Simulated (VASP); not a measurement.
Input:

```
Mn
1.0
    3.84765     0.00000     0.00000
   -1.92382     3.33216     0.00000
    0.00000     0.00000     2.41564
Mn
3
Cartesian
  0.00000   0.00000   0.00000
  0.00000   2.22144   1.20782
  1.92383   1.11072   1.20782
```

All values below come from PBEsol GGA, VASP's PBE PAW potentials (set 64) (plane waves; VASP). Run with 400 eV cut-off, Gaussian smearing of 0.050 eV, potentials Mn_pv.

### Question
Give the energies of bands 10 to 22 at the high-symmetry points, in eV from the Fermi level.

### Answer

```tsv
band	Γ	M	K	A	L	H
10	-8.38	-5.33	-5.34	-4.29	-4.51	-4.81
11	-4.19	-5.06	-4.73	-4.29	-3.99	-3.17
12	-2.27	-4.62	-4.73	-3.83	-3.79	-3.17
13	-2.27	-2.51	-2.36	-3.69	-3.21	-3.08
14	-2.27	-2.42	-2.36	-3.69	-2.67	-2.87
15	-2.27	-2.42	-1.90	-2.94	-2.19	-2.87
16	-1.75	-1.58	-1.14	-0.70	-1.40	-1.27
17	-1.14	-1.15	-0.70	-0.70	-0.70	-1.27
18	-0.54	-0.99	-0.70	-0.64	-0.64	-0.67
19	-0.54	0.09	-0.41	-0.64	0.07	-0.67
20	-0.08	0.18	-0.32	1.51	0.49	0.36
21	-0.08	1.31	-0.32	1.51	1.25	1.80
22	0.04	1.37	1.31	1.93	1.67	2.24
```

It has no gap at this level: it comes out as a metal or semimetal.

The structure was generated: Mn was put into the omega type (P6/mmm), which need not be its known phase. It was relaxed first, which changed the volume by -9 %. The run is not spin-polarised, so no magnetic state was tried. VASP warned that the highest band is occupied, so more bands are needed.
